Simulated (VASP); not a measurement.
Wanted: the native input for a VASP 6.6.1 run.

```
Task                   : single point
Functional             : PBE
Potentials or basis    : VASP PAW PBE potentials, release 64 (Nb_sv, Pb_d)
Cutoff                 : 520 eV
k mesh                 : 4 × 4 × 4
Occupations            : gaussian, width 0.1 eV
Spin                   : no spin polarisation
Dipole correction      : no
Further INCAR settings : ALGO = Fast; EDIFF = 1e-06; NBANDS = 63
```

The structure of Nb3Pb lies in POSCAR:

```
Nb3Pb
1.0
    5.3190000000      0.0000000000      0.0000000000
    0.0000000000      5.3190000000      0.0000000000
    0.0000000000      0.0000000000      5.3190000000
Nb Pb
6 2
Direct
    0.2500000000      0.0000000000      0.5000000000
    0.5000000000      0.7500000000      0.0000000000
    0.7500000000      0.0000000000      0.5000000000
    0.5000000000      0.2500000000      0.0000000000
    0.0000000000      0.5000000000      0.7500000000
    0.0000000000      0.5000000000      0.2500000000
    0.0000000000      0.0000000000      0.0000000000
    0.5000000000      0.5000000000      0.5000000000
```

One way to write it, as run:

INCAR

```
PREC = Accurate
ENCUT = 520
EDIFF = 1E-6
ISMEAR = 0
SIGMA = 0.1
LREAL = F
LASPH = T
NELM = 100
ALGO = Fast
ISIF = 2
LWAVE = F
LCHARG = F
GGA = PE
NBANDS = 63
```

KPOINTS

```
regular mesh
0
Gamma
  4 4 4
```

Potentials or basis: VASP PAW PBE potentials, release 64 (Nb_sv, Pb_d).

Command:

```bash
$ cat potpaw_PBE.64/Nb_sv/POTCAR potpaw_PBE.64/Pb_d/POTCAR > POTCAR
$ mpirun -np 1 vasp_std > vasp.out
```

Results of the run:

```yaml
Pressure: 4.3 GPa
Band_gap_on_the_k_mesh: none (metal or under the smearing width)
```

Run time: 3.5 min on 1 thread of Intel(R) Xeon(R) Platinum 8488C (Sapphire Rapids), on a shared host, peak memory 0.27 GiB.
